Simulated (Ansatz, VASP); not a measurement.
# Two plane-wave programs on HPbNO4

```
H Pb N O
1.0
     4.12040   -0.00081   -0.01120
     0.00404    6.42722    0.05360
     0.02791    3.20707    7.74994
H Pb N O
2 2 2 8
Direct
  0.90366 0.21821 0.48851
  0.40337 0.78177 0.51142
  0.39455 0.30863 0.70725
  0.89489 0.69135 0.29266
  0.63409 0.19990 0.20730
  0.13386 0.80012 0.79275
  0.90829 0.32866 0.54369
  0.53792 0.39076 0.19497
  0.53483 0.11279 0.10602
  0.83718 0.08887 0.32672
  0.40817 0.67132 0.45624
  0.03774 0.60924 0.80520
  0.03429 0.88737 0.89397
  0.33716 0.91101 0.67330
```

The cell was built by a generator and needn't be a form met in nature.

Alike in both runs: task electric field gradients; functional PBE; k mesh 7 × 5 × 4; occupations fermi-dirac, width 0.05 eV; no spin polarisation.

|  | VASP | Ansatz |
| --- | --- | --- |
| version | VASP 6.6.1 | Ansatz 0.2.0 |
| potentials or method | VASP PAW PBE potentials, release 64 (H, Pb_d, N, O) | Ansatz PAW |
| plane-wave cutoff (eV) | 520 | 420 |
| valence electrons in the cell | 88 | 88 |

```csv
,VASP,Ansatz,Ansatz less VASP
gap on the k mesh at the Fermi level (eV),3.27,3.30,+0.027
least direct gap on the mesh (eV),3.36,3.39,+0.028
pressure (GPa),0.6,0.0,-0.59
largest component of the traceless stress (GPa),0.52,0.02,-0.500
rms of the force components (eV/Å),0.148,0.002,-0.1464
Vzz of the field gradient on the site that differs most (V/Å²),6.9,-14.2,-21.06
```

Atom by atom the forces differ by 0.148 eV/Å (rms over components). One of these differences is far larger than is usual between the two programs; its cause wasn't traced.

Caveats: spin-orbit coupling is left out, which as a rule narrows the gap of such compounds by several tenths of an eV; the standard files for N, O and F lose accuracy on very short bonds (VASP); an odd mesh through Γ misses points on the zone boundary, where band edges often lie (VASP); odd divisions of the mesh miss points on the zone boundary, where band edges often lie, so the gap on the mesh can be too wide (Ansatz); the pressure holds a Pulay correction of +0.6 GPa for the finite cutoff (Ansatz).
